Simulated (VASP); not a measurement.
CeO$_{2}$ (fluorite): the lattice constant a from VASP (plane waves, PAW) at several levels of theory. Static lattice.

| level | lattice constant a (Å) | error against measurement |
|---|---|---|
| LDA | 5.365 | -0.5 % |
| PBE | 5.467 | +1.4 % |
| PBEsol | 5.401 | +0.2 % |
| RPBE | 5.509 | +2.2 % |
| AM05 | 5.404 | +0.2 % |
| PBE-D3(BJ) | 5.435 | +0.8 % |
| PBE-D4 | 5.433 | +0.8 % |
| optB88-vdW | 5.464 | +1.3 % |
| rev-vdW-DF2 | 5.443 | +1.0 % |
| revTPSS | 5.440 | +0.9 % |
| SCAN | 5.425 | +0.6 % |
| r2SCAN | 5.439 | +0.9 % |
| r2SCAN+rVV10 | 5.426 | +0.6 % |

Measured: 5.391 Å at 0 K (as given by Stimac et al., (2024), arXiv:2411.06536; extrapolated to 0 K).

The cell of the LDA run:

```
CELL_PARAMETERS angstrom
      0.00000     2.68243     2.68243
      2.68243     0.00000     2.68243
      2.68243     2.68243     0.00000
ATOMIC_POSITIONS crystal
  Ce 0.00000 0.00000 0.00000
  O  0.25000 0.25000 0.25000
  O  0.75000 0.75000 0.75000
```

Only levels that ran to the end are used. Left out are those held back, those with too coarse a band path, GW runs whose mesh misses a band edge, hybrids' fits of cells that aren't cubic and levels without matching references; a question may draw on a part of the rest.

The compound is CeO2 in the fluorite structure.
